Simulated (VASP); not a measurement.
Write the native input for VASP 6.6.1 that does the following.

```yaml
Task: single point
Functional: r2SCAN
Potentials_or_basis: VASP PAW PBE potentials, release 64 (Ta_pv, Te, I)
Cutoff: 520 eV
k_mesh: 6 × 6 × 7
Occupations: fermi-dirac, width 0.05 eV
Spin: no spin polarisation
Further_INCAR_settings: ALGO = Normal; EDIFF = 1e-06; NBANDS = 19
```

The structure of TaTeI lies in POSCAR:

```
TaTeI
1.0
    5.2083063800      0.0000000000      0.0000000000
   -2.6041531900      4.5105256300      0.0000000000
    0.0000000000      0.0000000000      4.1767804500
Ta Te I
1 1 1
Direct
    0.0000000000      0.0000000000      0.5000000000
    0.6666666700      0.3333333300      0.0000000000
    0.3333333300      0.6666666700      0.5000000000
```

The cell was built by a generator and needn't be a form met in nature.

The input as run:

INCAR

```
SYSTEM = TaTeI
ALGO = Normal ; EDIFF = 1E-6
ENCUT = 520 ; ISIF = 2
ISMEAR = -1 ; LASPH = .True.
LCHARG = .True. ; LELF = .True.
LMIXTAU = .True. ; LREAL = .False.
LVHAR = .True. ; LWAVE = .False.
METAGGA = R2SCAN ; NBANDS = 19
NELM = 80 ; PREC = Accurate
SIGMA = 0.05
```

KPOINTS

```
k-points
0
Gamma
  6 6 7
  0 0 0
```

Potentials or basis: VASP PAW PBE potentials, release 64 (Ta_pv, Te, I).

Launch:

```console
$ cat potpaw_PBE.64/Ta_pv/POTCAR potpaw_PBE.64/Te/POTCAR potpaw_PBE.64/I/POTCAR > POTCAR
$ mpirun -np 1 vasp_std > vasp.out
```

Results of the run:

| Property | Result |
| --- | --- |
| Pressure | -10.5 GPa |
| Band gap on the k mesh | none (metal or under the smearing width) |

Caveat: the PAW data sets were made with another functional, which shifts forces and pressure a little.

Run time: 110 s on 1 thread of Intel(R) Xeon(R) 6975P-C (Granite Rapids), on a shared host, peak memory 0.26 GiB.
